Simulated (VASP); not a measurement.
# CaMn2Bi2: what a Hubbard U does to the moments

Aim: follow the moments of CaMn2Bi2 as U grows. The starting structure is a computed structure from the Materials Project. The reference starts from ferromagnetic moments.

Main program and level: VASP 6.6.1; Kohn-Sham DFT with plane waves and PAW; PBEsol, PBEsol+U (Mn d 1 eV), PBEsol+U (Mn d 2 eV) and PBEsol+U (Mn d 4 eV).

### 1. Starting point

The structure is trigonal, space group P-3m1 (No. 164). The conventional cell has a = 4.626 Å, b = 4.626 Å, c = 7.729 Å, α = 90.00°, β = 90.00°, γ = 120.00°. Nearest to Bi lie 4 Mn at 2.86 to 2.87 Å and 3 Ca at 3.29 Å. Nearest to Mn lie 4 Bi at 2.86 to 2.87 Å. Nearest to Ca lie 6 Bi at 3.29 Å. Farther neighbours are not listed.

As a file:

```xyz
5
Lattice="4.6264 0.0000 0.0000 -2.3132 4.0066 0.0000 0.0000 0.0000 7.7288" Properties=species:S:1:pos:R:3 pbc="T T T"
Bi    0.0000    2.6710    5.8058
Bi    2.3132    1.3355    1.9230
Mn    0.0000    2.6710    2.9313
Mn    2.3132    1.3355    4.7975
Ca    0.0000    0.0000    0.0000
```

### 2. Run with PBEsol

PBEsol restores the gradient expansion of exchange and is tuned for the cells of solids.

INCAR

```
SYSTEM = CaMn2Bi2
PREC = Accurate
ENCUT = 400
EDIFF = 1E-07
NELM = 200
ISMEAR = 1
SIGMA = 0.15
LREAL = .FALSE.
ALGO = Normal
GGA = PS
NBANDS = 49
ISPIN = 2
MAGMOM = 0 0 4.8 4.8 0
LASPH = .TRUE.
LMAXMIX = 4
LORBIT = 11
LWAVE = .FALSE.
LCHARG = .FALSE.
KPAR = 8
```

POSCAR

```
CaMn2Bi2
1.0
    4.6263818529      0.0000000000      0.0000000000
   -2.3131909265      4.0065642123      0.0000000000
    0.0000000000      0.0000000000      7.7287920000
Bi Mn Ca
2 2 1
Direct
    0.3333333333      0.6666666667      0.7511910000
    0.6666666667      0.3333333333      0.2488090000
    0.3333333333      0.6666666667      0.3792650000
    0.6666666667      0.3333333333      0.6207350000
    0.0000000000      0.0000000000      0.0000000000
```

KPOINTS

```
Automatic mesh
0
Gamma
8 8 4
0 0 0
```

Potentials, in the order of the species: Bi_d, Mn_pv and Ca_sv (PBE family, release 64).

Launch:

```bash
mpirun -np 8 vasp_std
```

The log of the run:

```text
[banner, memory and clock lines left out]
running    8 mpi-ranks, on    1 nodes
 distrk:  each k-point on    1 cores,    8 groups
 distr:  one band on    1 cores,    1 groups

 POSCAR found type information on POSCAR BiMnCa
 POSCAR found :  3 types and       5 ions
|                                                                             |
|           W    W    AA    RRRRR   N    N  II  N    N   GGGG   !!!           |
|           W    W   A  A   R    R  NN   N  II  NN   N  G    G  !!!           |
|           W    W  A    A  R    R  N N  N  II  N N  N  G       !!!           |
|           W WW W  AAAAAA  RRRRR   N  N N  II  N  N N  G  GGG   !            |
|           WW  WW  A    A  R   R   N   NN  II  N   NN  G    G                |
|           W    W  A    A  R    R  N    N  II  N    N   GGGG   !!!           |
|                                                                             |
|     For optimal performance we recommend to set                             |
|       NCORE = 2 up to number-of-cores-per-socket                            |
|     NCORE specifies how many cores store one orbital (NPAR=cpu/NCORE).      |
|     This setting can greatly improve the performance of VASP for DFT.       |
|     The default, NCORE=1 might be grossly inefficient on modern             |
|     multi-core architectures or massively parallel machines. Do your        |
|     Unfortunately you need to use the default for GW and RPA                |
|     calculations (for HF NCORE is supported but not extensively tested      |
|     yet).                                                                   |
|                                                                             |

|                                                                             |
|               ----> ADVICE to this user running VASP <----                  |
|                                                                             |
|     You enforced a specific xc type in the INCAR file but a different       |
|     [... a line on the potential file left out ...]
|     I HOPE YOU KNOW WHAT YOU ARE DOING!                                     |
|                                                                             |

 LDA part: xc-table for (Slater+PW92), standard interpolation
 POSCAR, INCAR and KPOINTS ok, starting setup
 FFT: planning ... GRIDC
 FFT: planning ... GRID_SOFT
 FFT: planning ... GRID
 WAVECAR not read
 entering main loop
       N       E                     dE             d eps       ncg     rms          rms(c)
DAV:   1     0.727223662058E+03    0.72722E+03   -0.30449E+04  6980   0.131E+03
DAV:   2     0.364091013259E+02   -0.69081E+03   -0.66658E+03  6885   0.431E+02
DAV:   3    -0.284195142280E+02   -0.64829E+02   -0.62965E+02  7624   0.148E+02
DAV:   4    -0.317044562714E+02   -0.32849E+01   -0.32431E+01 10088   0.318E+01
DAV:   5    -0.318854338955E+02   -0.18098E+00   -0.18068E+00  9990   0.583E+00    0.132E+01
DAV:   6    -0.314090439561E+02    0.47639E+00   -0.23246E+01  7946   0.293E+01    0.197E+01
DAV:   7    -0.293113215703E+02    0.20977E+01   -0.99665E+00  7796   0.211E+01    0.791E+00
DAV:   8    -0.294821854854E+02   -0.17086E+00   -0.70648E-01  8459   0.431E+00    0.426E+00
DAV:   9    -0.294165077692E+02    0.65678E-01   -0.75484E-01  8325   0.570E+00    0.314E+00
DAV:  10    -0.294470830842E+02   -0.30575E-01   -0.13330E-01  8329   0.191E+00    0.211E+00
DAV:  11    -0.294519918150E+02   -0.49087E-02   -0.71324E-02  7795   0.176E+00    0.336E-01
DAV:  12    -0.294531342756E+02   -0.11425E-02   -0.10280E-02  8899   0.359E-01    0.125E-01
DAV:  13    -0.294531958537E+02   -0.61578E-04   -0.41541E-04 10489   0.123E-01    0.359E-02
DAV:  14    -0.294532070855E+02   -0.11232E-04   -0.47428E-05  9085   0.531E-02    0.244E-02
DAV:  15    -0.294532130842E+02   -0.59986E-05   -0.13686E-05  8810   0.235E-02    0.102E-02
DAV:  16    -0.294532139484E+02   -0.86423E-06   -0.28308E-06  8072   0.972E-03    0.274E-03
DAV:  17    -0.294532138770E+02    0.71424E-07   -0.40949E-07  6651   0.398E-03
   1 F= -.29453214E+02 E0= -.29455399E+02  d E =0.655639E-02  mag=     9.1945
```

Elapsed: 60 s, on 8 MPI ranks of AMD EPYC 9R14 (Zen 4), shared host; peak memory 3.3 GiB; 7.4 min of CPU time.

The logs omit lines about the potential files and the build; timing stands in the text.

From OUTCAR (step 2):

```text
ion  position               nearest neighbor table
   1  0.333  0.667  0.751-   4 2.86   4 2.86   4 2.86   3 2.87   5 3.29   5 3.29   5 3.29
   2  0.667  0.333  0.249-   3 2.86   3 2.86   3 2.86   4 2.87   5 3.29   5 3.29   5 3.29
   3  0.333  0.667  0.379-   2 2.86   2 2.86   2 2.86   1 2.87
   4  0.667  0.333  0.621-   1 2.86   1 2.86   1 2.86   2 2.87
   5  0.000  0.000  0.000-   1 3.29   2 3.29   2 3.29   1 3.29   2 3.29   1 3.29

  LATTYP: Found a hexagonal cell.
 ALAT       =     4.6263818529
 C/A-ratio  =     1.6705910246

 Subroutine GETGRP returns: Found 12 space group operations
 (whereof 12 operations were pure point group operations)

The static configuration has the point symmetry D_3d.

 Found     35 irreducible k-points:

   k-points           NKPTS =     35   k-points in BZ     NKDIM =     35   number of bands    NBANDS=     49

   dimension x,y,z NGX =    30 NGY =   30 NGZ =   50
   dimension x,y,z NGXF=    60 NGYF=   60 NGZF=  100

   ENCUT  =  400.0 eV  29.40 Ry    5.42 a.u.   7.54  7.54 12.60*2*pi/ulx,y,z

   NELECT =      66.0000    total number of electrons

 k-points in reciprocal lattice and weights: Automatic mesh
   0.00000000  0.00000000  0.00000000       0.004
   0.12500000 -0.00000000  0.00000000       0.023
   0.25000000 -0.00000000  0.00000000       0.023
   0.37500000  0.00000000  0.00000000       0.023
   0.50000000 -0.00000000  0.00000000       0.012
   0.12500000  0.12500000  0.00000000       0.023
   0.25000000  0.12500000  0.00000000       0.047
   0.37500000  0.12500000  0.00000000       0.047
   0.25000000  0.25000000  0.00000000       0.023
[...]
0.25000000  0.25000000  0.50000000       0.023
   0.37500000  0.25000000  0.50000000       0.023

 average (electrostatic) potential at core
       1-104.9818       2-104.9818       3 -69.8707       4 -69.8707       5 -45.1847

 E-fermi :   5.0680

 spin component 1
 k-point     1 :       0.0000    0.0000    0.0000
  band No.  band energies     occupation
    ...
     31       2.2790      1.00000
     32       2.3525      1.00000
     33       2.3525      1.00000
     34       4.7519      1.00557
     35       4.7519      1.00557
     36       5.6015     -0.00000
     37       5.7197     -0.00000
     38       6.2200     -0.00000
     39       6.2200     -0.00000
     40       6.6245     -0.00000
    ...

 k-point     2 :       0.1250   -0.0000    0.0000
  band No.  band energies     occupation
    ...
     32       2.3402      1.00000
     33       2.3669      1.00000
     34       3.9242      1.00000
     35       4.5962      1.00004
     36       4.6274      1.00013
     37       5.7690     -0.00000
     38       5.8213     -0.00000
     39       6.5557     -0.00000
     40       6.9186     -0.00000
     41       7.3884     -0.00000
    ...

 k-point     3 :       0.2500   -0.0000    0.0000
  band No.  band energies     occupation
    ...
     33       2.3498      1.00000
     34       2.9862      1.00000
     35       3.6024      1.00000
     36       4.1957      1.00000
     37       4.9896      0.88237
     38       5.2859     -0.02971
     39       6.8314     -0.00000
     40       6.9433     -0.00000
     41       8.0133     -0.00000
     42       8.0856      0.00000
    ...

 k-point     4 :       0.3750    0.0000    0.0000
  band No.  band energies     occupation
    ...
     34       2.6571      1.00000
     35       3.0176      1.00000
     36       3.7504      1.00000
     37       4.1339      1.00000
     38       4.9521      0.98276
     39       6.5366     -0.00000
     40       7.3152     -0.00000
     41       8.0850      0.00000
     42       8.2725      0.00000
     43       8.4158      0.00000
    ...

 k-point     5 :       0.5000   -0.0000    0.0000
  band No.  band energies     occupation
    ...
     34       2.7336      1.00000
     35       2.9479      1.00000
     36       3.5396      1.00000
     37       3.6019      1.00000
     38       4.8436      1.02783
     39       6.4074     -0.00000
     40       7.5037     -0.00000
     41       7.8251     -0.00000
     42       8.4670      0.00000
     43       8.4820      0.00000
    ...

 k-point     6 :       0.1250    0.1250    0.0000
  band No.  band energies     occupation
    ...
     33       2.3672      1.00000
     34       3.2408      1.00000
     35       3.8045      1.00000
     36       4.2247      1.00000
     37       5.0297      0.70844
     38       5.5711     -0.00001
     39       6.7775     -0.00000
     40       7.4539     -0.00000
     41       7.6602     -0.00000
     42       7.9532     -0.00000
    ...

  Total       -2.3836926     -2.3836926     -2.3929885      0.0000000      0.0000000      0.0000000
  in kB      -26.6584954    -26.6584954    -26.7624579      0.0000000      0.0000000      0.0000000
  external PRESSURE =     -26.6931496 kB  Pullay stress =       0.0000000 kB

  energy-cutoff  :      400.00
  volume of cell :      143.26
      direct lattice vectors                 reciprocal lattice vectors
     4.626381853  0.000000000  0.000000000     0.216151635  0.124795204  0.000000000
    -2.313190926  4.006564212  0.000000000     0.000000000  0.249590409  0.000000000
     0.000000000  0.000000000  7.728792000     0.000000000  0.000000000  0.129386326

 POSITION                                       TOTAL-FORCE (eV/Angst)
 -----------------------------------------------------------------------------------
     -0.00000      2.67104      5.80580        -0.000000     -0.000000     -0.151843
      2.31319      1.33552      1.92299        -0.000000      0.000000      0.151843
     -0.00000      2.67104      2.93126         0.000000     -0.000000      0.021457
      2.31319      1.33552      4.79753         0.000000      0.000000     -0.021457
      0.00000      0.00000      0.00000         0.000000      0.000000     -0.000000
 -----------------------------------------------------------------------------------
    total drift:                               -0.000000      0.000000      0.000000

  FREE ENERGIE OF THE ION-ELECTRON SYSTEM (eV)
  ---------------------------------------------------
  free  energy   TOTEN  =       -29.4532138770 eV

  energy  without entropy=      -29.4597702669  energy(sigma->0) =      -29.45539934

 total charge
# of ion       s       p       d       tot
------------------------------------------
    1        1.429   1.681   9.892  13.002
    2        1.429   1.681   9.892  13.002
    3        0.268   6.169   4.916  11.352
    4        0.268   6.169   4.916  11.352
    5        2.037   5.834   0.237   8.108
--------------------------------------------------
tot          5.431  21.533  29.853  56.817

 magnetization (x)
# of ion       s       p       d       tot
------------------------------------------
    1        0.008  -0.038   0.015  -0.015
    2        0.008  -0.038   0.015  -0.015
    3        0.048   0.045   4.026   4.119
    4        0.048   0.045   4.026   4.119
    5        0.005   0.001   0.043   0.049
--------------------------------------------------
tot          0.118   0.014   8.124   8.256

[... 6 further parts left out ...]
```

Another run with the same input but another start ends lower by 99 meV an atom, with moments of up to 4.0 μB that cancel in the cell; so the state that PBEsol gives here isn't the lowest.

Experiment finds antiferromagnetic order in this phase (below 150 K, arxiv:1907.07203), so this ferromagnetic run describes another state. The run shows no gap at this level; if that holds and bands cross the Fermi level widely, this k-mesh is coarse for it. The PAW data sets were made with PBE, which is usual practice but a small mismatch for other functionals. At this level the cell is under a tension of 2.7 GPa, so at these settings it is away from equilibrium.

PBEsol: the moments inside the Mn spheres have a mean size of 4.12 μB, and the cell carries 9.19 μB, with no gap.

### 3. Run with PBEsol+U (Mn d 1 eV)

The U is chosen by hand, not computed for this crystal, and pushes the named shell towards whole occupations. Against step 2 the input has LDAU = .TRUE., LDAUTYPE = 2, LDAUL = -1 2 -1, LDAUU = 0 1 0, LDAUJ = 0 0 0 and LDAUPRINT = 1.

Changes to INCAR since step 2:

```diff
@@ -13,2 +13,8 @@
 MAGMOM = 0 0 4.8 4.8 0
+LDAU = .TRUE.
+LDAUTYPE = 2
+LDAUL = -1 2 -1
+LDAUU = 0 1 0
+LDAUJ = 0 0 0
+LDAUPRINT = 1
 LASPH = .TRUE.
```

POSCAR is that of step 2.

KPOINTS is that of step 2.

Launch:

```bash
mpirun -np 8 vasp_std
```

The log of the run:

```text
[banner, memory and clock lines left out]
running    8 mpi-ranks, on    1 nodes
[...]
[... a notice as in an earlier step ...]

 [... a notice as in an earlier step ...]

 LDA part: xc-table for (Slater+PW92), standard interpolation
 POSCAR, INCAR and KPOINTS ok, starting setup
[...]
entering main loop
       N       E                     dE             d eps       ncg     rms          rms(c)
DAV:   1     0.729054849976E+03    0.72905E+03   -0.30461E+04  6980   0.131E+03
DAV:   2     0.378125620958E+02   -0.69124E+03   -0.66723E+03  6885   0.432E+02
DAV:   3    -0.270762886336E+02   -0.64889E+02   -0.63042E+02  7645   0.148E+02
DAV:   4    -0.303471502549E+02   -0.32709E+01   -0.32312E+01 10007   0.318E+01
[...]
DAV:  15    -0.286576898218E+02   -0.10233E-04   -0.23508E-05  8833   0.307E-02    0.789E-03
DAV:  16    -0.286576903283E+02   -0.50640E-06   -0.34574E-06  8601   0.109E-02    0.327E-03
DAV:  17    -0.286576903957E+02   -0.67459E-07   -0.45708E-07  6346   0.460E-03
   1 F= -.28657690E+02 E0= -.28656463E+02  d E =-.368195E-02  mag=     9.5546
```

Run time: 60 s. Hardware: 8 MPI ranks; peak memory 3.4 GiB; 7.6 min of CPU time.

Parts of OUTCAR (step 3):

```text
  Total       -1.3304163     -1.3304163     -1.4681362      0.0000000      0.0000000      0.0000000
  in kB      -14.8789727    -14.8789727    -16.4191904      0.0000000      0.0000000      0.0000000
  external PRESSURE =     -15.3923786 kB  Pullay stress =       0.0000000 kB

 POSITION                                       TOTAL-FORCE (eV/Angst)
 -----------------------------------------------------------------------------------
     -0.00000      2.67104      5.80580        -0.000000      0.000000      0.058161
      2.31319      1.33552      1.92299         0.000000     -0.000000     -0.058161
     -0.00000      2.67104      2.93126        -0.000000     -0.000000     -0.022348
      2.31319      1.33552      4.79753        -0.000000      0.000000      0.022348
      0.00000      0.00000      0.00000        -0.000000      0.000000      0.000000
 -----------------------------------------------------------------------------------
    total drift:                               -0.000000      0.000000     -0.000000

  FREE ENERGIE OF THE ION-ELECTRON SYSTEM (eV)
  ---------------------------------------------------
  free  energy   TOTEN  =       -28.6576903957 eV

  energy  without entropy=      -28.6540084454  energy(sigma->0) =      -28.65646308

 magnetization (x)
# of ion       s       p       d       tot
------------------------------------------
    1        0.008  -0.027   0.014  -0.006
    2        0.008  -0.027   0.014  -0.006
    3        0.050   0.048   4.186   4.284
    4        0.050   0.048   4.186   4.284
    5        0.005   0.001   0.042   0.049
--------------------------------------------------
tot          0.119   0.043   8.442   8.605

[... 2 parts as in an earlier step ...]

[... 1 further part left out ...]
[key lines of the parts left out:]
E-fermi :   5.1965
```

PBEsol+U (Mn d 1 eV): the moments inside the Mn spheres have a mean size of 4.28 μB, and the cell carries 9.55 μB, with no gap.

### 4. Run with PBEsol+U (Mn d 2 eV)

Against step 2 the input has LDAU = .TRUE., LDAUTYPE = 2, LDAUL = -1 2 -1, LDAUU = 0 2 0, LDAUJ = 0 0 0 and LDAUPRINT = 1.

Changes to INCAR since step 3:

```diff
@@ -16,3 +16,3 @@
 LDAUL = -1 2 -1
-LDAUU = 0 1 0
+LDAUU = 0 2 0
 LDAUJ = 0 0 0
```

POSCAR is that of step 3.

KPOINTS is that of step 3.

Launch:

```bash
mpirun -np 8 vasp_std
```

The log of the run:

```text
[... set-up lines as in an earlier step ...]
 entering main loop
       N       E                     dE             d eps       ncg     rms          rms(c)
DAV:   1     0.730838266767E+03    0.73084E+03   -0.30473E+04  6980   0.131E+03
DAV:   2     0.391859960968E+02   -0.69165E+03   -0.66767E+03  6893   0.432E+02
DAV:   3    -0.257618290962E+02   -0.64948E+02   -0.63132E+02  7637   0.148E+02
DAV:   4    -0.290251263199E+02   -0.32633E+01   -0.32255E+01 10030   0.317E+01
[...]
DAV:  16    -0.279740641735E+02   -0.29483E-06   -0.57899E-07  7585   0.413E-03    0.120E-03
DAV:  17    -0.279740642765E+02   -0.10295E-06   -0.76637E-08  5373   0.200E-03    0.699E-04
DAV:  18    -0.279740642538E+02    0.22708E-07   -0.13685E-08  3799   0.721E-04
   1 F= -.27974064E+02 E0= -.27973748E+02  d E =-.948047E-03  mag=     9.7599
```

The job ended after 61 s (8 MPI ranks; peak memory 3.4 GiB; 7.8 min of CPU time).

[end of part 1 of 2]

[Lines on the potential files, build, host, timing and source positions are cut from VASP's logs without a mark.]

[Logs are printed without paths, hosts, clocks, repeated set-up lines and the standing remarks that a program may print on its own settings, such as how far it seeks lower states.]

[Hosts, paths, dates, database ids (printed as entryN), source tags and the programs' standing remarks are cut or masked in the printed files.]
